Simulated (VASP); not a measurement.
All values below come from HSE06 screened hybrid, VASP's PBE PAW potentials (set 64) (plane waves; VASP).

VASP ran on this input.

**KPOINTS**
```
Regular mesh
0
G
 5 5 5
```

### POSCAR
```
PbSe
4.4344670
  0.0000000000   0.7071068518   0.7071068518
  0.7071068518   0.0000000000   0.7071068518
  0.7071068518   0.7071068518   0.0000000000
Pb Se
1 1
Cartesian
  0.0000000000   0.0000000000   0.0000000000
  0.7071068518   0.7071068518   0.7071068518
```

INCAR:
```
SYSTEM = PbSe
PREC = Accurate; ENCUT = 300; LREAL = .FALSE.
LASPH = .TRUE.; ISYM = 3
EDIFF = 1E-6; NELM = 100; ALGO = Normal
LMAXMIX = 4
ISMEAR = -1; SIGMA = 0.05
GGA = PE; LHFCALC = .TRUE.; AEXX = 0.25
HFSCREEN = 0.2; PRECFOCK = Fast
ISIF = 2
LWAVE = .FALSE.; LCHARG = .FALSE.
```

POTCAR, in this order: Pb_d Se (PBE.64 set). Program: vasp_std.

The run wrote:

### OUTCAR
```
 ion  position               nearest neighbor table
   1  0.000  0.000  0.000-   2 3.14   2 3.14   2 3.14   2 3.14   2 3.14   2 3.14
   2  0.500  0.500  0.500-   1 3.14   1 3.14   1 3.14   1 3.14   1 3.14   1 3.14
  LATTYP: Found a face centered cubic cell.
 ALAT       =     6.2712840000
 Subroutine PRICEL returns:
 Original cell was already a primitive cell.
 Subroutine GETGRP returns: Found 48 space group operations
The static configuration has the point symmetry O_h .
The dynamic configuration has the point symmetry O_h .
 Subroutine INISYM returns: Found 48 space group operations
 Subroutine IBZKPT returns following result:
 Found     10 irreducible k-points:

 Following reciprocal coordinates:
            Coordinates               Weight
  0.000000  0.000000  0.000000      1.000000
  0.200000  0.000000  0.000000      8.000000
  0.400000  0.000000  0.000000      8.000000
  0.200000  0.200000  0.000000      6.000000
  0.400000  0.200000  0.000000     24.000000
 -0.400000  0.200000  0.000000     24.000000
 -0.200000  0.200000  0.000000     12.000000
  0.400000  0.400000  0.000000      6.000000
 -0.400000  0.400000  0.000000     12.000000
 -0.400000  0.400000  0.200000     24.000000
 Subroutine IBZKPT_HF returns following result:
   k-points           NKPTS =     10   k-points in BZ     NKDIM =    125   number of bands    NBANDS=     14
   number of dos      NEDOS =    301   number of ions     NIONS =      2
   total plane-waves  NPLWV =  21952
   dimension x,y,z NGX =    28 NGY =   28 NGZ =   28
   dimension x,y,z NGXF=    56 NGYF=   56 NGZF=   56
   ions per type =               1   1
   PREC   = accura    normal or accurate (medium, high low for compatibility)
   ISTART =      0    job   : 0-new  1-cont  2-samecut
   ICHARG =      2    charge: 1-file 2-atom 10-const
   ISPIN  =      1    spin polarized calculation?
   LNONCOLLINEAR =      F non collinear calculations
   LSORBIT =      F    spin-orbit coupling
   INIWAV =      1    electr: 0-lowe 1-rand  2-diag
   ENCUT  =  300.0 eV  22.05 Ry    4.70 a.u.   6.26  6.26  6.26*2*pi/ulx,y,z
   NELM   =    100;   NELMIN=  2; NELMDL= -5     # of ELM steps
   EDIFF  = 0.1E-05   stopping-criterion for ELM
   LREAL  =      F    real-space projection
   NLSPLINE    = F    spline interpolate recip. space projectors
   LMAXMIX     =    4 max onsite mixed and CHGCAR
   VOSKOWN=      0    Vosko Wilk Nusair interpolation
   EDIFFG = 0.1E-04   stopping-criterion for IOM
   NSW    =      0    number of steps for IOM
   NBLOCK =      1;   KBLOCK =      1    inner block; outer block
   IBRION =     -1    ionic relax: 0-MD 1-quasi-New 2-CG
   NFREE  =      0    steps in history (QN), initial steepest desc. (CG)
   ISIF   =      2    stress and relaxation
   ISYM   =      3    0-nonsym 1-usesym 2-fastsym
   TEIN   =    0.0    initial temperature
   TEBEG  =    0.0;   TEEND  =   0.0 temperature during run
   SMASS  =  -3.00    Nose mass-parameter (am)
   PSTRESS=    0.0 pullay stress
   NELECT =      20.0000    total number of electrons
   EFERMI =   0.00;   METHOD = LEGACY
   ISMEAR =    -1;   SIGMA  =   0.05  broadening in eV -4-tet -1-fermi 0-gaus
   IALGO  =     38    algorithm
   LDIAG  =      T    sub-space diagonalisation (order eigenvalues)
   IMIX   =      1    mixing-type and parameters
     AMIX     =   0.40;   BMIX     =  1.00
     AMIX_MAG =   1.60;   BMIX_MAG =  1.00
     AMIN     =   0.10
   GGA     = PE    functional components
   VOSKOWN =     0    Vosko Wilk Nusair interpolation
   LHFCALC =     T    Hartree Fock is set to
   NKREDX  =     1    reduce k-point grid by
   AEXX    =    0.2500 exact exchange contribution
   HFSCREEN=    0.2000 screening length (either q_TF or 0.3 A-1)
   HFRCUT  =    0.0000 spherical cutoff for potential kernel
   AGGAX   =    0.7500 GGA exchange part
...
```

OSZICAR:
```
       N       E                     dE             d eps       ncg     rms          rms(c)
DAV:   1    -0.297224423882E+04   -0.29722E+04   -0.74915E+03   280   0.967E+02
DAV:   2    -0.310188904927E+04   -0.12964E+03   -0.12757E+03   322   0.304E+02
DAV:   3    -0.311120152489E+04   -0.93125E+01   -0.92863E+01   346   0.891E+01
DAV:   4    -0.311135709905E+04   -0.15557E+00   -0.15555E+00   322   0.149E+01
DAV:   5    -0.101323505389E+02    0.31012E+04   -0.11969E+01   322   0.570E+01    0.387E+00
DAV:   6    -0.970569402241E+01    0.42666E+00   -0.15630E+00   298   0.980E+00    0.239E+00
DAV:   7    -0.975150214679E+01   -0.45808E-01   -0.48711E-01   328   0.335E+00    0.188E+00
DAV:   8    -0.975879701029E+01   -0.72949E-02   -0.20759E-02   328   0.102E+00    0.112E+00
DAV:   9    -0.975469916844E+01    0.40978E-02   -0.47718E-03   322   0.467E-01    0.556E-01
DAV:  10    -0.975425708411E+01    0.44208E-03   -0.27368E-03   316   0.254E-01    0.241E-01
DAV:  11    -0.975421797836E+01    0.39106E-04   -0.28292E-04   364   0.113E-01    0.114E-01
DAV:  12    -0.975418812765E+01    0.29851E-04   -0.76625E-05   352   0.718E-02    0.609E-02
DAV:  13    -0.975419332726E+01   -0.51996E-05   -0.39667E-05   334   0.477E-02    0.354E-02
DAV:  14    -0.975420203007E+01   -0.87028E-05   -0.11167E-05   328   0.300E-02    0.227E-02
DAV:  15    -0.975420721040E+01   -0.51803E-05   -0.32325E-06   334   0.176E-02    0.157E-02
DAV:  16    -0.975420998732E+01   -0.27769E-05   -0.13198E-06   228   0.108E-02    0.110E-02
DAV:  17    -0.975421144435E+01   -0.14570E-05   -0.65462E-07   236   0.735E-03    0.793E-03
DAV:  18    -0.975421214549E+01   -0.70113E-06   -0.27930E-07   188   0.455E-03
   1 F= -.97542121E+01 E0= -.97542121E+01  d E =-.167646E-07
```

OUTCAR:
```
------------------------ aborting loop because EDIFF is reached ----------------------------------------
  FORCE on cell =-STRESS in cart. coord.  units (eV):
  Direction    XX          YY          ZZ          XY          YZ          ZX
  --------------------------------------------------------------------------------------
  Total       -1.0104066     -1.0104066     -1.0104066      0.0000000      0.0000000      0.0000000
  in kB      -26.2541114    -26.2541114    -26.2541114      0.0000000      0.0000000      0.0000000
  external PRESSURE =     -26.2541114 kB  Pullay stress =       0.0000000 kB
  volume of cell :       61.66
      direct lattice vectors                 reciprocal lattice vectors
     0.000000000  3.135642000  3.135642000    -0.159456979  0.159456979  0.159456979
     3.135642000  0.000000000  3.135642000     0.159456979 -0.159456979  0.159456979
     3.135642000  3.135642000  0.000000000     0.159456979  0.159456979 -0.159456979
  FREE ENERGIE OF THE ION-ELECTRON SYSTEM (eV)
  ---------------------------------------------------
  free  energy   TOTEN  =        -9.7542121455 eV

  energy  without entropy=       -9.7542121287  energy(sigma->0) =       -9.75421214

  exchange ACFDT corr.  =         0.00000000  see jH, gK, PRB 81, 115126
```
(Selected blocks of OUTCAR.)

At this cut-off the stress carries a Pulay error, which pulls relaxed volumes low.

The structure comes from a computed database's PbSe entry; how it stands against other phases isn't given here. The cell was not relaxed at this level.
